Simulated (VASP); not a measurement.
Calculation: MS2 meta-GGA, VASP's PBE PAW potentials (set 64) (plane waves; VASP 6.6.1).

VASP input:

### KPOINTS
```
Automatic mesh
0
gamma
 10 10 10
0 0 0
```

INCAR:
```
ALGO = Normal
EDIFF = 1E-7
ENCUT = 520
ISIF = 2
ISMEAR = 0
LASPH = .True.
LCHARG = .False.
LMIXTAU = .True.
LREAL = .False.
LWAVE = .False.
METAGGA = MS2
NELM = 100
PREC = Accurate
SIGMA = 0.05
SYSTEM = SiC
```

### POSCAR
```
SiC
1
    0.0000000000     2.2186664206     2.2186664206
    2.2186664206     0.0000000000     2.2186664206
    2.2186664206     2.2186664206     0.0000000000
Si C
1 1
Direct
  0.0000000000   0.0000000000   0.0000000000
  0.2500000000   0.2500000000   0.2500000000
```

POTCAR, in this order: Si C (PBE.64 set). Program: vasp_std.

Problem. What does the run give for the energy per atom (σ→0), pressure, band gap (on the k-mesh)?

Solution. 
```yaml
energy per atom (σ→0): -10.617 eV/atom
band gap (on the k-mesh): 1.72 eV
pressure: -11.94 GPa
```

**OSZICAR**
```
...
DAV:  17    -0.212338087400E+02   -0.17139E-06   -0.10029E-05  1040   0.317E-02    0.111E-02
DAV:  18    -0.212338112228E+02   -0.24828E-05   -0.10096E-06   768   0.127E-02    0.297E-03
DAV:  19    -0.212338116361E+02   -0.41328E-06   -0.21609E-07   808   0.668E-03    0.627E-04
DAV:  20    -0.212338127767E+02   -0.11406E-05   -0.22323E-07   712   0.453E-03    0.278E-04
DAV:  21    -0.212338125251E+02    0.25163E-06   -0.10741E-08   400   0.134E-03    0.329E-04
DAV:  22    -0.212338123756E+02    0.14947E-06   -0.37684E-09   376   0.683E-04    0.167E-04
DAV:  23    -0.212338124132E+02   -0.37635E-07   -0.19949E-09   376   0.414E-04
   1 F= -.21233812E+02 E0= -.21233812E+02  d E =-.460243E-12
```

The compound is SiC in the zinc blende structure. This cell is one point of a volume scan, at 1.06 of the reference volume.
